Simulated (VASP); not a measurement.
Consider the following.

```yaml
crystal:
  lattice:
    - [4.81314, 0.00000, 0.00000]
    - [0.00000, 4.81314, 0.00000]
    - [0.00000, 0.00000, 4.81314]
  atoms:
    - { symbol: Tl, position: [0.50000, 0.50000, 0.00000] }
    - { symbol: Tl, position: [0.00000, 0.50000, 0.50000] }
    - { symbol: Tl, position: [0.50000, 0.00000, 0.50000] }
    - { symbol: In, position: [0.00000, 0.00000, 0.00000] }
```

These are PBEsol GGA with spin-orbit coupling, VASP's PBE PAW potentials (set 64) (plane waves; VASP) values and carry that method's errors. Numerical set-up: 400 eV cut-off, 6×6×6 Γ-centred mesh, Gaussian smearing of 0.050 eV, potentials Tl_d In_d.

Give the energies of bands 47 to 60 at the high-symmetry points, in eV from the Fermi level.

```tsv
band	Γ	X	M	R
47	-2.25	-2.50	-5.45	-3.89
48	-2.25	-2.50	-5.45	-3.89
49	-2.02	-0.24	0.93	-3.12
50	-2.02	-0.24	0.93	-3.12
51	-2.02	0.04	1.06	-3.12
52	-2.02	0.04	1.06	-3.12
53	-1.77	0.62	1.24	-2.99
54	-1.77	0.62	1.24	-2.99
55	3.53	0.75	1.37	-2.84
56	3.53	0.75	1.37	-2.84
57	3.53	2.04	2.36	7.38
58	3.53	2.04	2.36	7.38
59	3.87	2.18	2.40	7.38
60	3.87	2.18	2.40	7.38
```

It has no gap at this level: it comes out as a metal or semimetal.

The structure comes from a computed database's Tl3In entry (Pm-3m); how it stands against other phases isn't given here. It was relaxed first, which changed the volume by -6 %.
